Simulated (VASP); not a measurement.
Energy against volume of Sc (hcp). All values below come from PW91 GGA, VASP's PBE PAW potentials (set 64) (plane waves; VASP 6.6.1). Run with 520 eV cut-off, 13×13×7 Γ-centred mesh, first-order Methfessel-Paxton smearing of 0.10 eV, potentials Sc_sv.

Shape and ions are relaxed at each volume.

```
V (Å³/atom)  E (eV/atom)
-----------  -----------
22.988          -6.20010
23.722          -6.21295
24.456          -6.21709
25.189          -6.21363
```

Q: Fit these four points and predict the energy of the run at 25.923 Å³/atom.

A: A cubic in V^(−2/3), the third-order Birch-Murnaghan form, passes through the four points with V0 = 24.47 Å³/atom and B0 = 55 GPa, and gives -6.2035 eV/atom there. The run gave -6.2036 eV/atom, -0.1 meV/atom from the fit; all five points give B0 = 55 GPa.

The compound is Sc in the hcp structure. It was relaxed first.
